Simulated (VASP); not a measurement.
Data:

```
In
1.0
   -1.60040     1.60040     2.46548
    1.60040    -1.60040     2.46548
    1.60040     1.60040    -2.46548
In
1
Direct
  0.00000   0.00000   0.00000
```

Level of theory: MS2 meta-GGA, VASP's PBE PAW potentials (set 64) (plane waves; VASP). Numerical set-up: 520 eV cut-off, 18×18×18 Γ-centred mesh, tetrahedra with Blöchl corrections, potentials In_d.

Problem. Give the energies of bands 6 to 9 at the high-symmetry points, in eV from the Fermi level.

Solution. 
```csv
band,Γ,X,P,N,M,S,R
6,-9.90,-2.12,-0.90,-4.29,-3.00,-2.40,-1.45
7,11.01,-1.38,-0.17,-3.66,-2.97,-1.45,-0.33
8,11.01,3.51,-0.17,7.65,4.96,-0.69,-0.04
9,11.23,4.01,1.70,9.68,4.96,6.47,1.24
```

It has no gap at this level: it comes out as a metal or semimetal.

The compound is In in the bct structure. It was relaxed first.
